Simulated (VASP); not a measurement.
Calculation: r2SCAN meta-GGA, VASP's PBE PAW potentials (set 64) (plane waves; VASP 6.6.1).

VASP ran on this input.

**POSCAR**
```
Sn2PbSe3
1.0
  4.2803142479   0.0000000000   0.0000000000
 -2.1401571240   3.7068610079   0.0000000000
  0.0000000000   0.0000000000  10.5092208844
Sn Pb Se
2 1 3
Direct
  0.3333330000   0.6666670000   0.6636444325
  0.6666670000   0.3333330000   0.3363555675
  1.0000000000   1.0000000000   0.0000000000
  0.3333330000   0.6666670000   0.1738371264
  0.6666670000   0.3333330000   0.8261628736
  1.0000000000   1.0000000000   0.5000000000
```

**INCAR**
```
LASPH = .TRUE.   # aspherical one-centre terms
LMIXTAU = .TRUE.
EDIFF = 1E-6   # SCF stop (eV)
PREC = Accurate
LCHARG = .FALSE.
NELM = 100   # most electronic steps
ISMEAR = 0
LWAVE = .FALSE.
SYSTEM = Sn2PbSe3
LREAL = .FALSE.
IBRION = 2
ENCUT = 400   # plane-wave cut-off (eV)
NSW = 60
LMAXMIX = 4
METAGGA = R2SCAN
ALGO = Normal   # blocked Davidson
SIGMA = 0.05
ISIF = 3   # ions, shape and volume
EDIFFG = -0.02   # ionic stop
```

### KPOINTS
```
Regular mesh
0
gamma
6 6 2
0 0 0
```

POTCAR, in this order: Sn_d Pb_d Se (PBE.64 set). Program: vasp_std.

Output of the run:

File OSZICAR:
```
       N       E                     dE             d eps       ncg     rms          rms(c)
DAV:   1     0.460541672924E+03    0.46054E+03   -0.24810E+04  1012   0.173E+03
DAV:   2    -0.706287451023E+02   -0.53117E+03   -0.52094E+03  1016   0.481E+02
DAV:   3    -0.157589270302E+03   -0.86961E+02   -0.84147E+02  1200   0.194E+02
DAV:   4    -0.163107706285E+03   -0.55184E+01   -0.54530E+01  1212   0.497E+01
DAV:   5    -0.163330938072E+03   -0.22323E+00   -0.22273E+00  1532   0.101E+01    0.592E+00
DAV:   6    -0.158191035972E+03    0.51399E+01   -0.43617E+00  1324   0.231E+01    0.417E+00
DAV:   7    -0.151765883461E+03    0.64252E+01   -0.97423E-01  1092   0.684E+00    0.186E+00
DAV:   8    -0.152707448009E+03   -0.94156E+00   -0.66313E-01  1140   0.505E+00    0.550E-01
DAV:   9    -0.151243764079E+03    0.14637E+01   -0.21951E-01  1072   0.387E+00    0.420E-01
DAV:  10    -0.151479453847E+03   -0.23569E+00   -0.17215E-01  1080   0.239E+00    0.173E-01
DAV:  11    -0.151636698328E+03   -0.15724E+00   -0.24444E-01  1076   0.305E+00    0.359E-01
DAV:  12    -0.151651011530E+03   -0.14313E-01   -0.14055E-02  1248   0.669E-01    0.380E-01
DAV:  13    -0.151645013022E+03    0.59985E-02   -0.11932E-03  1152   0.204E-01    0.400E-01
DAV:  14    -0.151651880543E+03   -0.68675E-02   -0.19456E-02  1080   0.868E-01    0.337E-01
DAV:  15    -0.151653189634E+03   -0.13091E-02   -0.16254E-02  1056   0.745E-01    0.307E-01
DAV:  16    -0.151654071428E+03   -0.88179E-03   -0.10752E-03  1340   0.169E-01    0.285E-01
DAV:  17    -0.151653881694E+03    0.18973E-03   -0.10944E-04  1116   0.987E-02    0.258E-01
DAV:  18    -0.151654738955E+03   -0.85726E-03   -0.24110E-03  1064   0.381E-01    0.140E-01
DAV:  19    -0.151655067779E+03   -0.32882E-03   -0.48680E-04  1324   0.197E-01    0.553E-02
DAV:  20    -0.151655074663E+03   -0.68838E-05   -0.18039E-05  1000   0.269E-02    0.577E-02
DAV:  21    -0.151655090753E+03   -0.16089E-04   -0.11394E-06   680   0.907E-03    0.564E-02
DAV:  22    -0.151655178199E+03   -0.87446E-04   -0.11484E-04  1120   0.586E-02    0.492E-02
DAV:  23    -0.151654864363E+03    0.31384E-03   -0.48316E-04  1088   0.142E-01    0.100E-01
DAV:  24    -0.151654736258E+03    0.12810E-03   -0.33354E-05  1128   0.398E-02    0.936E-02
DAV:  25    -0.151654569796E+03    0.16646E-03   -0.23410E-04  1208   0.108E-01    0.415E-02
DAV:  26    -0.151655064515E+03   -0.49472E-03   -0.19832E-04  1056   0.855E-02    0.256E-02
DAV:  27    -0.151655195013E+03   -0.13050E-03   -0.44744E-05  1104   0.533E-02    0.109E-02
DAV:  28    -0.151655169412E+03    0.25601E-04   -0.53412E-06   980   0.158E-02    0.146E-02
DAV:  29    -0.151655176183E+03   -0.67709E-05   -0.78980E-07   696   0.645E-03    0.146E-02
DAV:  30    -0.151655185366E+03   -0.91826E-05   -0.31460E-06   912   0.126E-02    0.108E-02
DAV:  31    -0.151655185596E+03   -0.23016E-06   -0.47008E-07   612   0.456E-03
   1 F= -.15165519E+03 E0= -.15165481E+03  d E =-.151655E+03
```

File OUTCAR:
```
------------------------ aborting loop because EDIFF is reached ----------------------------------------
  FORCE on cell =-STRESS in cart. coord.  units (eV):
  Direction    XX          YY          ZZ          XY          YZ          ZX
  --------------------------------------------------------------------------------------
  Total        0.0810153      0.0810153      0.1187447     -0.0000000      0.0000000      0.0000000
  in kB        0.7784396      0.7784397      1.1409648     -0.0000000      0.0000000      0.0000000
  external PRESSURE =       0.8992814 kB  Pullay stress =       0.0000000 kB
  volume of cell :      166.74
      direct lattice vectors                 reciprocal lattice vectors
     4.280314248  0.000000000  0.000000000     0.233627706  0.134885014  0.000000000
    -2.140157124  3.706861008  0.000000000     0.000000000  0.269770029  0.000000000
     0.000000000  0.000000000 10.509220884     0.000000000  0.000000000  0.095154532
 POSITION                                       TOTAL-FORCE (eV/Angst)
 -----------------------------------------------------------------------------------
     -0.00000      2.47124      6.97439         0.000000      0.000000     -0.016076
      2.14016      1.23562      3.53483         0.000000     -0.000000      0.016076
      0.00000      0.00000      0.00000        -0.000000      0.000000     -0.000000
     -0.00000      2.47124      1.82689        -0.000000     -0.000000      0.007848
      2.14016      1.23562      8.68233        -0.000000      0.000000     -0.007848
      0.00000      0.00000      5.25461        -0.000000      0.000000     -0.000000
 -----------------------------------------------------------------------------------
    total drift:                                0.000000     -0.000000      0.000000
  FREE ENERGIE OF THE ION-ELECTRON SYSTEM (eV)
  ---------------------------------------------------
  free  energy   TOTEN  =      -151.6551855957 eV

  energy  without entropy=     -151.6544335369  energy(sigma->0) =     -151.65480957

 reached required accuracy - stopping structural energy minimisation
```
(Selected blocks of OUTCAR.)

The structure comes from a computed database's Sn2PbSe3 entry (P-3m1); how it stands against other phases isn't given here. It was relaxed first. The start is the result of an earlier pass.
